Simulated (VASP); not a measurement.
OSZICAR of a VASP run on DyBi (relaxed from the NiAs structure, space group P6_3/mmc):

OSZICAR:
```
       N       E                     dE             d eps       ncg     rms          rms(c)
DAV:   1     0.432781253755E+03    0.43278E+03   -0.23149E+04  1736   0.173E+03
DAV:   2     0.252542078909E+02   -0.40753E+03   -0.40172E+03  1680   0.509E+02
DAV:   3    -0.203174893351E+02   -0.45572E+02   -0.43183E+02  2228   0.163E+02
DAV:   4    -0.221367126077E+02   -0.18192E+01   -0.17868E+01  2080   0.347E+01
DAV:   5    -0.221983828793E+02   -0.61670E-01   -0.61517E-01  2108   0.631E+00    0.304E+01
DAV:   6    -0.219925286626E+02    0.20585E+00   -0.35410E-01  2416   0.461E+00    0.184E+01
DAV:   7    -0.219668965780E+02    0.25632E-01   -0.41152E-01  2176   0.501E+00    0.744E-01
DAV:   8    -0.219591055086E+02    0.77911E-02   -0.60763E-02  2144   0.203E+00    0.239E-01
DAV:   9    -0.219590917295E+02    0.13779E-04   -0.34000E-03  2020   0.560E-01    0.215E-01
DAV:  10    -0.219590952244E+02   -0.34948E-05   -0.26750E-04  2596   0.142E-01    0.837E-02
DAV:  11    -0.219591048715E+02   -0.96471E-05   -0.44691E-05  2244   0.812E-02    0.508E-02
DAV:  12    -0.219591040402E+02    0.83126E-06   -0.23571E-06  2128   0.134E-02    0.166E-02
DAV:  13    -0.219591041051E+02   -0.64869E-07   -0.17362E-06  1920   0.773E-03    0.302E-03
DAV:  14    -0.219591041463E+02   -0.41159E-07   -0.24076E-07  1504   0.522E-03
   1 F= -.21959104E+02 E0= -.21959495E+02  d E =0.117261E-02
```

Problem. Which electronic solver shows in the log?

Solution. It is blocked Davidson (ALGO = Normal, or the opening steps of other solvers). The INCAR had ALGO = Normal.

Problem. Can the final energy be trusted as converged?

Solution. The run converged. It stopped with EDIFF = 1E-7, NELM = 100 (PBEsol GGA, plane waves, VASP's PBE PAW potentials (set 64)). The 4f electrons are frozen in the core of the lanthanide potential, so 4f levels, which can set the real gap, and their magnetism are missing.

The structure was generated: DyBi was put into the NiAs type (P6_3/mmc), which need not be its known phase. It was relaxed first, which changed the volume by -13 %.
